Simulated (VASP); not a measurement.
# AgB4 (P6/mmm) in VASP: notebook, part 3 of 3

VASP 6.6.1. Earlier steps stand in the parts before.

**4. Relaxation of cell and atoms, PBE, target pressure 5 GPa, at which the enthalpy is minimised**

The input, INCAR:

```
SYSTEM = AgB4
  PREC = Accurate
  ENCUT = 600
  EDIFF = 1E-6
  ISMEAR = -1
  SIGMA = 0.05
  LREAL = .False.
  LASPH = .True.
  NELM = 80
  ALGO = Normal
  ISIF = 3
  LWAVE = .False.
  LCHARG = .False.
  GGA = PE
  IBRION = 2
  NSW = 40
  EDIFFG = -0.02
  PSTRESS = 50
```

The input, KPOINTS:

```
regular mesh
0
Gamma
  7 7 4
  0 0 0
```

The input, POSCAR:

```
AgB4
1.0
    3.0321300000      0.0000000000      0.0000000000
   -1.5160700000      2.6259100000      0.0000000000
    0.0000000000      0.0000000000      5.6987400000
Ag B
1 4
Direct
    0.0000000000      0.0000000000      0.0000000000
    0.3333300000      0.6666700000      0.6649500000
    0.6666700000      0.3333300000      0.6649500000
    0.3333300000      0.6666700000      0.3350500000
    0.6666700000      0.3333300000      0.3350500000
```

Potentials or basis: VASP PAW PBE potentials, release 64 (Ag, B).

Started as:

```
$ cat potpaw_PBE.64/Ag/POTCAR potpaw_PBE.64/B/POTCAR > POTCAR
$ mpirun -np 1 vasp_std > vasp.out
```

OUTCAR:

```text
SYSTEM = AgB4
   PREC = Accurate
   ENCUT = 600
   EDIFF = 1E-6
   ISMEAR = -1
   LREAL = .False.
   LASPH = .True.
   NELM = 80
   ISIF = 3
   GGA = PE
   IBRION = 2
   NSW = 40
   EDIFFG = -0.02
   PSTRESS = 50

 ion  position               nearest neighbor table
   1  0.000  0.000  0.000-   2 2.59   3 2.59   4 2.59   5 2.59   3 2.59   5 2.59   2 2.59   4 2.59
                             3 2.59   5 2.59   2 2.59   4 2.59
   2  0.333  0.667  0.665-   3 1.75   3 1.75   3 1.75   4 1.88   1 2.59   1 2.59   1 2.59
   3  0.667  0.333  0.665-   2 1.75   2 1.75   2 1.75   5 1.88   1 2.59   1 2.59   1 2.59
   4  0.333  0.667  0.335-   5 1.75   5 1.75   5 1.75   2 1.88   1 2.59   1 2.59   1 2.59
   5  0.667  0.333  0.335-   4 1.75   4 1.75   4 1.75   3 1.88   1 2.59   1 2.59   1 2.59

  LATTYP: Found a hexagonal cell.
 ALAT       =     3.0321300000
 C/A-ratio  =     1.8794510789

  Lattice vectors:

 A1 = (   3.0321300000,   0.0000000000,   0.0000000000)
 A2 = (  -1.5160700000,   2.6259100000,   0.0000000000)
[... 403 lines left out ...]
 fundamental gap:      0.0475878595
 Fermi energy:         7.3519255692

 k-point     1 :       0.0000    0.0000    0.0000
  band No.  band energies     occupation
      1      -6.6642      2.00000
      2      -2.6048      2.00000
      3      -0.8653      2.00000
      4       1.7851      2.00000
      5       1.9490      2.00000
      6       1.9490      2.00000
      7       2.7873      2.00000
      8       2.7873      2.00000
      9       6.6805      2.00000
     10       6.6805      2.00000
     11       8.9524      0.00000
     12       8.9524      0.00000
     13      10.7324      0.00000
     14      11.9683      0.00000
[... 401 lines left out ...]
      2      -2.4187      2.00000
      3       0.8309      2.00000
      4       1.4047      2.00000
      5       1.8658      2.00000
      6       2.1431      2.00000
      7       2.5875      2.00000
      8       3.1055      2.00000
      9       3.6566      2.00000
     10       4.9980      2.00000
     11       6.7062      2.00000
     12       7.4008      0.54717
     13       9.2651      0.00000
     14      11.1536      0.00000
     15      14.1319      0.00000

 [... further k-points ...]
[... 5 lines left out ...]
  --------------------------------------------------------------------------------------
  -------------------------------------------------------------------------------------
  Total        1.4397610      1.4399937      1.4669042      0.0001890      0.0000000      0.0000000
  in kB       50.5890306     50.5972056     51.5427620      0.0066398      0.0000000      0.0000000
  external PRESSURE =       0.9096661 kB  Pullay stress =      50.0000000 kB
[... 24 lines left out ...]
  energy  without entropy=      -26.4008892386  energy(sigma->0) =      -26.40575932

  enthalpy is  TOTEN    =       -24.9876321809 eV   P V=        1.4229972291

 reached required accuracy - stopping structural energy minimisation
```

OSZICAR:

```text
N       E                     dE             d eps       ncg     rms          rms(c)
DAV:   1     0.102739873921E+03    0.10274E+03   -0.12047E+04  1464   0.156E+03
[... 46 lines left out ...]
   5 F= -.24987244E+02 E0= -.24982436E+02  d E =-.797651E-03
       N       E                     dE             d eps       ncg     rms          rms(c)
DAV:   1    -0.264107950009E+02    0.72782E-03   -0.69714E-02  1440   0.204E+00    0.142E-01
DAV:   2    -0.264106686001E+02    0.12640E-03   -0.18315E-03  1720   0.509E-01    0.446E-02
DAV:   3    -0.264106352258E+02    0.33374E-04   -0.90309E-05  1580   0.112E-01    0.226E-02
DAV:   4    -0.264106293215E+02    0.59043E-05   -0.34025E-05  1839   0.401E-02    0.445E-03
DAV:   5    -0.264106294101E+02   -0.88522E-07   -0.39514E-06  1433   0.186E-02
   6 F= -.24987632E+02 E0= -.24982762E+02  d E =-.388014E-03
```

CONTCAR:

```text
AgB4
   1.00000000000000
     3.0229136666767129   -0.0000080458670112    0.0000000000000000
    -1.5114687860932969    2.6179262729290791    0.0000000000000000
     0.0000000000000000    0.0000000000000000    5.7618526032039146
  Ag              B
     1     4
Direct
     1.0000000000000000    0.0000000000000000    1.0000000000000000
     0.3333332451900820    0.6666667548108901    0.6643194403326591
     0.6666667548099181    0.3333332451891100    0.6643194403326591
     0.3333332451900820    0.6666667548108901    0.3356805596673410
     0.6666667548099181    0.3333332451891100    0.3356805596673410

  0.00000000E+00  0.00000000E+00  0.00000000E+00
  0.00000000E+00  0.00000000E+00  0.00000000E+00
  0.00000000E+00  0.00000000E+00  0.00000000E+00
  0.00000000E+00  0.00000000E+00  0.00000000E+00
  0.00000000E+00  0.00000000E+00  0.00000000E+00
```

Run time: 57 s. Hardware: 1 thread of Intel Xeon 6975P-C (Granite Rapids), shared host; peak memory 0.2 GiB.

Results:

```yaml
Free_energy: -26.4106 eV
Relaxed_volume: 9.12 Å³/atom
Relaxed_cell: a = 3.023 Å, b = 3.023 Å, c = 5.762 Å, α = 90.00°, β = 90.00°, γ = 120.00°
Space_group_after_relaxing_to_0.05_Å: P6/mmm (No. 191)
Energy_change_on_relaxing_the_enthalpy_is_what_falls: -2.0 meV/atom
Ionic_steps: 6
Pressure_after_relaxing: 5.1 GPa
Largest_force_after_relaxing: 0.014 eV/Å
Band_gap_on_the_k_mesh: none (metal or under the smearing width)
```

Forces on the atoms (eV/Å):
```
Ag   0.000  0.000  0.000
B    0.000  0.000  0.014
B    0.000  0.000  0.014
B    0.000  0.000 -0.014
B    0.000  0.000 -0.014
```

Step by step:
| step | energy change (eV) | largest force (eV/Å) | pressure (GPa) | volume (Å³) |
| --- | --- | --- | --- | --- |
| 1 | 0.0000 | 0.0464 | 5.21 | 45.37 |
| 2 | -0.0040 | 0.0184 | 5.16 | 45.45 |
| 3 | -0.0061 | 0.0651 | 5.09 | 45.51 |
| 4 | -0.0096 | 0.0590 | 4.98 | 45.60 |
| 5 | -0.0110 | 0.0566 | 4.85 | 45.64 |
| 6 | -0.0101 | 0.0135 | 5.09 | 45.60 |

Final structure:
```cif
data_structure
_symmetry_space_group_name_H-M 'P 1'
_symmetry_Int_Tables_number 1
_cell_length_a 3.0229
_cell_length_b 3.0229
_cell_length_c 5.7619
_cell_angle_alpha 90.000
_cell_angle_beta 90.000
_cell_angle_gamma 120.000
_cell_volume 45.60
loop_
_atom_site_label
_atom_site_type_symbol
_atom_site_fract_x
_atom_site_fract_y
_atom_site_fract_z
_atom_site_occupancy
Ag1 Ag 0.00000 0.00000 0.00000 1
B1 B 0.33333 0.66667 0.66432 1
B2 B 0.66667 0.33333 0.66432 1
B3 B 0.33333 0.66667 0.33568 1
B4 B 0.66667 0.33333 0.33568 1
```

Caveat: the cell is relaxed towards a set pressure, so the enthalpy falls and the energy may rise.

**5. The reference run**

An earlier run on the cell as given: functional PBE; potentials or basis VASP PAW PBE potentials, release 64 (Ag, B); cutoff 520 eV; k mesh 10 × 10 × 5; occupations fermi-dirac, width 0.05 eV; no spin polarisation.

* Pressure: 4.9 GPa
* Largest force: 0.003 eV/Å
* Band gap on the k mesh: none (metal or under the smearing width)

**6. Summary**

```tsv
task	cell	k mesh	cutoff (eV)	target pressure	gap on the mesh (eV)	pressure (GPa)	largest force (eV/Å)
relaxation of cell and atoms	relaxed	7 × 7 × 4	600	-	none	-0.1	-
relaxation of cell and atoms	relaxed to 2 GPa	7 × 7 × 4	600	2 GPa	none	1.9	0.01
relaxation of cell and atoms	relaxed to 5 GPa	7 × 7 × 4	600	5 GPa	none	5.1	0.01
single point	as given	10 × 10 × 5	520	-	none	4.9	-
```

Alike in all rows: level PBE; potentials or basis VASP PAW PBE potentials, release 64 (Ag, B); no spin polarisation; smearing fermi-dirac 0.05 eV.

Caveats: the cell is relaxed towards a set pressure, so the enthalpy falls and the energy may rise (some runs).

Absolute energies hang on the potentials; compare differences alone.
